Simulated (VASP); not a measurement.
Given:

```xyz
2
Lattice="3.0114 0.0000 0.0000 0.0000 3.0177 0.0000 0.0000 0.0000 3.0244" Properties=species:S:1:pos:R:3 pbc="T T T"
Ti     0.0000     0.0000     0.0000
Co     1.5988     1.5089     1.5122
```

Level of theory: PBE GGA, VASP's PBE PAW potentials (set 64) (plane waves; VASP). Settings: 400 eV cut-off, 11×11×11 Γ-centred mesh, tetrahedra with Blöchl corrections, potentials Ti_sv Co.

For a metal the tetrahedron method with Blöchl corrections gives inexact stress and forces.

### Question
Estimate the energy per atom (σ→0), pressure, largest force, band gap (on the k-mesh) with the smallest direct gap where there is one.

### Answer

The band gap (on the k-mesh) comes out as none (metal, semimetal or under 0.01 eV) and the energy per atom (σ→0) is -7791 meV/atom. The pressure is -8.06 GPa and the largest force is 0.00641 Ha/bohr.

The absolute energy has meaning only against runs of the same code, potentials and settings.

The compound is TiCo in the CsCl type structure. The cell was not relaxed at this level, atoms are displaced from their ideal sites. The run is one of a series of settings (ISMEAR = -5, SIGMA removed against the base run), some of them coarse on purpose. The run is not spin-polarised, so no magnetic state was tried. The electron count is odd and the run is not spin-polarised, which forces a metal.
